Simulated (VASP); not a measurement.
A run of VASP 6.6.1:

File INCAR:

```
PREC = Accurate
ENCUT = 400
EDIFF = 1E-6
ISMEAR = 0
SIGMA = 0.01
LREAL = False
LASPH = True
NELM = 60
ALGO = Normal
ISIF = 2
LWAVE = False
LCHARG = False
METAGGA = R2SCAN
LMIXTAU = True
IVDW = 12
VDW_S6 = 1.0
VDW_S8 = 0.78981345
VDW_A1 = 0.49484001
VDW_A2 = 5.73083694
```

Contents of KPOINTS:

```
regular mesh
0
Gamma
  1 1 1
```

POSCAR

```
AlH3S
1.0
   13.0000000000      0.0000000000      0.0000000000
    0.0000000000     11.0000000000      0.0000000000
    0.0000000000      0.0000000000     12.0000000000
Al S H
1 1 3
Direct
    0.4544538500      0.4939863600      0.5068500000
    0.5887000000      0.4686318200      0.6133750000
    0.3494076900      0.4407227300      0.5512500000
    0.4679153800      0.5630954500      0.3922916700
    0.6525923100      0.5259863600      0.5427416700
```

Potentials or basis: VASP PAW PBE potentials, release 64 (Al, S, H_s).

Launch:

```console
$ cat potpaw_PBE.64/Al/POTCAR potpaw_PBE.64/S/POTCAR potpaw_PBE.64/H_s/POTCAR > POTCAR
$ mpirun -np 1 vasp_gam > vasp.out
```

Hardware: 1 thread of Intel(R) Xeon(R) Platinum 8259CL CPU @ 2.50GHz (Skylake/Cascade Lake), with other jobs on the host.

Problem. Estimate the wall time of this run.

Solution. Run time: 5.5 min on 1 thread of Intel(R) Xeon(R) Platinum 8259CL CPU @ 2.50GHz (Skylake/Cascade Lake), with other jobs on the host, peak memory 1.1 GiB. Counts: scf iterations 37, k points 1.
